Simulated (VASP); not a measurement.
**A VASP study of MnGa4 (optB86b-vdW): structure first, properties next**

Wanted: the relaxed cell of MnGa4 and its properties. The steps: magnetic order: ferromagnetic, magnetic order: antiferromagnetic, q = (0, 0, 1/2), magnetic order: antiferromagnetic, q = (1/2, 1/2, 1/2), the orders side by side, full relaxation (optB86b-vdW), single point with fields (optB86b-vdW), band structure (optB86b-vdW), density of states (optB86b-vdW), vibrations at Γ (optB86b-vdW), electric field gradients (optB86b-vdW) and total energy, forces and stress (optB86b-vdW), changed input. The start is a computed cell from the Materials Project.

Program: VASP 6.6.1. Level of theory: optB86b-vdW, spin-polarised from a ferromagnetic start (one magnetic atom a cell); plane waves and PAW (Mn_pv, Ga_d), in the first sound run; inputs show where later runs differ. Results are calculated unless marked as measured.

**What experiment says.**

“Antiferromagnetic ground state in the MnGa4 intermetallic compound” (2018, arxiv:1802.03256) reports for MnGa4, cubic PtHg4 type, by neutron powder diffraction (annealed stoichiometric polycrystalline sample, 1.5 K): moment of Mn (ordered moment per Mn) 0.8 ± 0.03 μB.

### 1. The starting structure

It takes space group Im-3m (No. 229, cubic). Conventional cell: a = 5.544 Å, b = 5.544 Å, c = 5.544 Å, α = 90.00°, β = 90.00°, γ = 90.00°. Mn has 8 Ga at 2.40 Å nearest. Ga has 2 Mn at 2.40 Å nearest. Farther neighbours are not listed.

### 2. Magnetic order: ferromagnetic

The properties of a magnet depend on its order, so a few collinear patterns are compared first on the cell as listed, beginning with all moments parallel. optB86b-vdW pairs nonlocal correlation with a less repulsive exchange of B86b form. LUSE_VDW switches on a nonlocal correlation term for dispersion.

The input, INCAR:

```
SYSTEM = MnGa4
PREC = Accurate
ENCUT = 400
EDIFF = 1E-06
NELM = 100
ISMEAR = 1
SIGMA = 0.2
LREAL = .FALSE.
ALGO = Normal
GGA = MK
AGGAC = 0
LUSE_VDW = .TRUE.
PARAM1 = 0.1234
PARAM2 = 1
LASPH = .TRUE.
NBANDS = 45
ISPIN = 2
MAGMOM = 4 0 0 0 0
LMAXMIX = 4
LORBIT = 11
LWAVE = .FALSE.
LCHARG = .FALSE.
KPAR = 8
ISIF = 2
```

The input, POSCAR:

```
MnGa4
1.0
   -2.7718643900      2.7718643900      2.7718643900
    2.7718643900     -2.7718643900      2.7718643900
    2.7718643900      2.7718643900     -2.7718643900
Mn Ga
1 4
Direct
    0.0000000000      0.0000000000      0.0000000000
    0.0000000000      0.0000000000      0.5000000000
    0.0000000000      0.5000000000      0.0000000000
    0.5000000000      0.0000000000      0.0000000000
    0.5000000000      0.5000000000      0.5000000000
```

The input, KPOINTS:

```
Automatic mesh
0
Gamma
6 6 6
0 0 0
```

The projector-augmented-wave data sets are Mn_pv and Ga_d (PBE family, release 64).

Run with:

```bash
> mpirun -np 8 vasp_std
```

The log of the run:

```text
[banner, memory and clock lines left out]
running    8 mpi-ranks, on    1 nodes
 distrk:  each k-point on    1 cores,    8 groups
 distr:  one band on    1 cores,    1 groups

 POSCAR found type information on POSCAR MnGa
 POSCAR found :  2 types and       5 ions
|                                                                             |
|           W    W    AA    RRRRR   N    N  II  N    N   GGGG   !!!           |
|           W    W   A  A   R    R  NN   N  II  NN   N  G    G  !!!           |
|           W    W  A    A  R    R  N N  N  II  N N  N  G       !!!           |
|           W WW W  AAAAAA  RRRRR   N  N N  II  N  N N  G  GGG   !            |
|           WW  WW  A    A  R   R   N   NN  II  N   NN  G    G                |
|           W    W  A    A  R    R  N    N  II  N    N   GGGG   !!!           |
|                                                                             |
|     For optimal performance we recommend to set                             |
|       NCORE = 2 up to number-of-cores-per-socket                            |
|     NCORE specifies how many cores store one orbital (NPAR=cpu/NCORE).      |
|     This setting can greatly improve the performance of VASP for DFT.       |
|     The default, NCORE=1 might be grossly inefficient on modern             |
|     multi-core architectures or massively parallel machines. Do your        |
|     Unfortunately you need to use the default for GW and RPA                |
|     calculations (for HF NCORE is supported but not extensively tested      |
|     yet).                                                                   |
|                                                                             |

|                                                                             |
|               ----> ADVICE to this user running VASP <----                  |
|                                                                             |
|     You have switched on vdW-DFT.                                           |
|     This routine was written and supplied by Jiri Klimes. We recommend      |
|     that you carefully read and cite the following publications:            |
|       J. Klimes, D.R. Bowler, A. Michelides                                 |
|          J. Phys.: Cond Matt. 22 022201 (2010)                              |
|       J. Klimes, D.R. Bowler, A. Michelides                                 |
|          Phys. Rev. B. 83, 195131 (2011)                                    |
|     and references therein.                                                 |
|                                                                             |

|                                                                             |
|               ----> ADVICE to this user running VASP <----                  |
|                                                                             |
|     You enforced a specific xc type in the INCAR file but a different       |
|     [... a line on the potential file left out ...]
|     I HOPE YOU KNOW WHAT YOU ARE DOING!                                     |
|                                                                             |

 LDA part: xc-table for (Slater+PW92), standard interpolation
 POSCAR, INCAR and KPOINTS ok, starting setup
 FFT: planning ... GRIDC
 FFT: planning ... GRID_SOFT
 FFT: planning ... GRID
 WAVECAR not read
 entering main loop
       N       E                     dE             d eps       ncg     rms          rms(c)
DAV:   1     0.552294227686E+03    0.55229E+03   -0.26423E+04  3221   0.230E+03
DAV:   2     0.714016772166E+02   -0.48089E+03   -0.45527E+03  2928   0.554E+02
DAV:   3    -0.227433327062E+01   -0.73676E+02   -0.71695E+02  3235   0.168E+02
DAV:   4    -0.510849182224E+01   -0.28342E+01   -0.28205E+01  3481   0.371E+01
DAV:   5    -0.517699150191E+01   -0.68500E-01   -0.68481E-01  3813   0.545E+00    0.191E+01
DAV:   6    -0.820966251830E+01   -0.30327E+01   -0.84941E+00  3134   0.235E+01    0.197E+01
DAV:   7    -0.542803733796E+01    0.27816E+01   -0.69212E+00  3171   0.227E+01    0.692E+00
DAV:   8    -0.517969747795E+01    0.24834E+00   -0.92543E-01  2993   0.619E+00    0.315E+00
DAV:   9    -0.516836585757E+01    0.11332E-01   -0.96937E-02  3345   0.176E+00    0.803E-01
DAV:  10    -0.516126369317E+01    0.71022E-02   -0.29678E-02  3367   0.115E+00    0.467E-01
DAV:  11    -0.516229191313E+01   -0.10282E-02   -0.50508E-03  3135   0.555E-01    0.173E-01
DAV:  12    -0.516239793526E+01   -0.10602E-03   -0.35997E-04  3557   0.111E-01    0.624E-02
DAV:  13    -0.516243739961E+01   -0.39464E-04   -0.63696E-05  3392   0.500E-02    0.182E-02
DAV:  14    -0.516244174690E+01   -0.43473E-05   -0.87270E-06  3010   0.192E-02    0.908E-03
DAV:  15    -0.516244325481E+01   -0.15079E-05   -0.23962E-06  2536   0.939E-03    0.335E-03
DAV:  16    -0.516244322510E+01    0.29706E-07   -0.32917E-07  1826   0.339E-03
   1 F= -.51624432E+01 E0= -.51654024E+01  d E =0.887756E-02  mag=     0.4379
```

Run time: 35 s. Hardware: 8 MPI ranks of AMD EPYC 9R45, shared host; peak memory 3.5 GiB; 4.5 min of CPU time.

Lines that name or quote the potential files are left out of all logs, and their timing lines are given in words.

From OUTCAR (step 2):

```text
ion  position               nearest neighbor table
   1  0.000  0.000  0.000-   2 2.40   3 2.40   4 2.40   5 2.40   2 2.40   3 2.40   4 2.40   5 2.40

  LATTYP: Found a body centered cubic cell.
 ALAT       =     5.5437287800

 Subroutine GETGRP returns: Found 48 space group operations
 (whereof 48 operations were pure point group operations)

The static configuration has the point symmetry O_h .

 Found     16 irreducible k-points:

   k-points           NKPTS =     16   k-points in BZ     NKDIM =     16   number of bands    NBANDS=     45

   dimension x,y,z NGX =    32 NGY =   32 NGZ =   32
   dimension x,y,z NGXF=    64 NGYF=   64 NGZF=   64

   ENCUT  =  400.0 eV  29.40 Ry    5.42 a.u.   7.83  7.83  7.83*2*pi/ulx,y,z

   NELECT =      65.0000    total number of electrons

 k-points in reciprocal lattice and weights: Automatic mesh
   0.00000000  0.00000000  0.00000000       0.005
   0.16666667  0.00000000  0.00000000       0.056
   0.33333333  0.00000000  0.00000000       0.056
   0.50000000  0.00000000  0.00000000       0.028
   0.16666667  0.16666667  0.00000000       0.111
   0.33333333  0.16666667  0.00000000       0.222
   0.33333333  0.33333333  0.00000000       0.037
   0.16666667  0.16666667  0.16666667       0.037
   0.33333333  0.16666667  0.16666667       0.056
[...]
0.50000000  0.50000000  0.33333333       0.056
   0.50000000  0.50000000  0.50000000       0.005

 average (electrostatic) potential at core
       1 -68.3762       2 -64.2269       3 -64.2269       4 -64.2269       5 -64.2269

 E-fermi :   6.2126

 spin component 1
 k-point     1 :       0.0000    0.0000    0.0000
  band No.  band energies     occupation
    ...
     31       4.7732      1.00000
     32       4.7733      1.00000
     33       5.0520      1.00000
     34       5.0520      1.00000
     35       5.0520      1.00000
     36       7.5297     -0.00000
     37       7.5297     -0.00000
     38       7.5297     -0.00000
     39       9.8772     -0.00000
     40      10.5781      0.00000
    ...

 k-point     2 :       0.1667    0.0000    0.0000
  band No.  band energies     occupation
    ...
     31       4.2923      1.00000
     32       4.4641      1.00000
     33       5.5362      1.00001
     34       5.7294      1.00167
     35       5.7906      1.00551
     36       7.8030     -0.00000
     37       8.0364     -0.00000
     38       8.1914     -0.00000
     39      10.7558      0.00000
     40      11.1052      0.00000
    ...

 k-point     3 :       0.3333    0.0000    0.0000
  band No.  band energies     occupation
    ...
     28       2.9966      1.00000
     29       3.9737      1.00000
     30       4.1589      1.00000
     31       4.2490      1.00000
     32       4.3786      1.00000
     33       6.3381      0.06792
     34       6.4399     -0.03411
     35       6.4536     -0.03540
     36       8.4547     -0.00000
     37       9.1540     -0.00000
    ...

 k-point     4 :       0.5000    0.0000    0.0000
  band No.  band energies     occupation
    ...
     28       2.7347      1.00000
     29       3.8308      1.00000
     30       4.1008      1.00000
     31       4.2982      1.00000
     32       4.3736      1.00000
     33       6.5225     -0.02539
     34       6.6042     -0.00914
     35       7.2803     -0.00000
     36       8.7173     -0.00000
     37       8.8479     -0.00000
    ...

 k-point     5 :       0.1667    0.1667    0.0000
  band No.  band energies     occupation
    ...
     29       3.8989      1.00000
     30       4.2179      1.00000
     31       4.2234      1.00000
     32       4.5854      1.00000
     33       5.8868      1.02174
     34       6.4351     -0.03320
     35       6.5528     -0.01851
     36       8.0961     -0.00000
     37       8.7697     -0.00000
     38       9.0459     -0.00000
    ...

 k-point     6 :       0.3333    0.1667    0.0000
  band No.  band energies     occupation
    ...
     28       3.3941      1.00000
     29       3.9778      1.00000
     30       4.1309      1.00000
     31       4.2247      1.00000
     32       4.4810      1.00000
     33       6.4221     -0.02937
     34       6.8762     -0.00001
     35       7.2032     -0.00000
     36       8.0859     -0.00000
     37       9.4827     -0.00000
    ...

Total vdW correction in eV:     12.6938323

  Total       -0.2487316     -0.2487316     -0.2487316      0.0000000      0.0000000      0.0000000
  in kB       -4.6780590     -4.6780590     -4.6780590      0.0000000      0.0000000      0.0000000
  external PRESSURE =      -4.6780590 kB  Pullay stress =       0.0000000 kB

  energy-cutoff  :      400.00
  volume of cell :       85.19
      direct lattice vectors                 reciprocal lattice vectors
    -2.771864390  2.771864390  2.771864390     0.000000000  0.180384005  0.180384005
     2.771864390 -2.771864390  2.771864390     0.180384005  0.000000000  0.180384005
     2.771864390  2.771864390 -2.771864390     0.180384005  0.180384005  0.000000000

 POSITION                                       TOTAL-FORCE (eV/Angst)
 -----------------------------------------------------------------------------------
      0.00000      0.00000      0.00000         0.000000      0.000000      0.000000
      1.38593      1.38593     -1.38593         0.000000     -0.000000     -0.000000
      1.38593     -1.38593      1.38593         0.000000      0.000000      0.000000
     -1.38593      1.38593      1.38593        -0.000000     -0.000000     -0.000000
      1.38593      1.38593      1.38593        -0.000000      0.000000      0.000000
 -----------------------------------------------------------------------------------
    total drift:                               -0.000000     -0.000000      0.000000

  FREE ENERGIE OF THE ION-ELECTRON SYSTEM (eV)
  ---------------------------------------------------
  free  energy   TOTEN  =        -5.1624432251 eV

  energy  without entropy=       -5.1713207891  energy(sigma->0) =       -5.16540241

Total vdW correction in eV:     12.6938056

 total charge
# of ion       s       p       d       tot
------------------------------------------
    1        0.333   6.358   5.340  12.032
    2        0.959   0.763   9.973  11.695
    3        0.959   0.763   9.973  11.695
    4        0.959   0.763   9.973  11.695
    5        0.959   0.763   9.973  11.695
--------------------------------------------------
tot          4.169   9.408  45.233  58.810

 magnetization (x)
# of ion       s       p       d       tot
------------------------------------------
    1        0.001  -0.000   0.536   0.537
    2       -0.006  -0.013  -0.001  -0.021
    3       -0.006  -0.013  -0.001  -0.021
    4       -0.006  -0.013  -0.001  -0.021
    5       -0.006  -0.013  -0.001  -0.021
--------------------------------------------------
tot         -0.023  -0.052   0.530   0.454

[... 6 further parts left out ...]
```

The k-mesh is coarse for a metal. The PAW data sets were made with PBE, which is usual practice but a small mismatch for other functionals.

This step gave:

| Quantity | Value |
| --- | --- |
| SCF cycles | 16 |
| electrons | 65 |
| bands | 45 |
| irreducible k-points | 16 |
| symmetry operations | 48 |
| free energy (TOTEN) | -5.162 eV |
| energy at zero smearing | -5.165 eV |
| Fermi energy | 6.213 eV |
| pressure | -0.4678 GPa |
| moment of the cell, from the last line of the log | 0.4379 μB |
| metallic | yes |

Spin moment in the PAW sphere by atom:

```
atom  spin moment in the PAW sphere (μB)
 Mn1                               0.537
 Ga2                              -0.021
 Ga3                              -0.021
 Ga4                              -0.021
 Ga5                              -0.021
```

The run ends ferromagnetic with a largest moment of 0.54 μB, and the mesh shows no gap.

(Part 1 of 8 ends here.)

[Lines on the potential files, build, host, timing and source positions are cut from VASP's logs without a mark.]

[Logs are printed without paths, hosts, clocks, repeated set-up lines and the standing remarks that a program may print on its own settings, such as how far it seeks lower states.]

[Hosts, paths, dates, database ids (printed as entryN), source tags and the programs' standing remarks are cut or masked in the printed files.]

[A measured line is paired with the nearest computed mode of its activity, which favours agreement.]
